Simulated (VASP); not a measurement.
Given:

```yaml
crystal:
  lattice:
    - [1.81186, -3.13823, 0.00000]
    - [1.81186, 3.13823, 0.00000]
    - [0.00000, 0.00000, 5.54253]
  atoms:
    - { symbol: Dy, position: [0.33333, 0.66667, 0.25000] }
    - { symbol: Dy, position: [0.66667, 0.33333, 0.75000] }
```

Level of theory: r2SCAN+rVV10, VASP's PBE PAW potentials (set 64) (plane waves; VASP). Numerical set-up: 520 eV cut-off, 13×13×8 Γ-centred mesh, tetrahedra with Blöchl corrections, potentials Dy_3.

The 4f electrons are frozen in the core of the lanthanide potential, so 4f levels, which can set the real gap, and their magnetism are missing.

Q: What does the run give for the energy per atom (σ→0), band gap (over mesh and band path) with the smallest direct gap where there is one?

A: 
```yaml
band gap (over mesh and band path): none (metal, semimetal or under 0.01 eV)
energy per atom (σ→0): -31.727 eV/atom
```

The compound is Dy in the hcp structure. It was relaxed first.
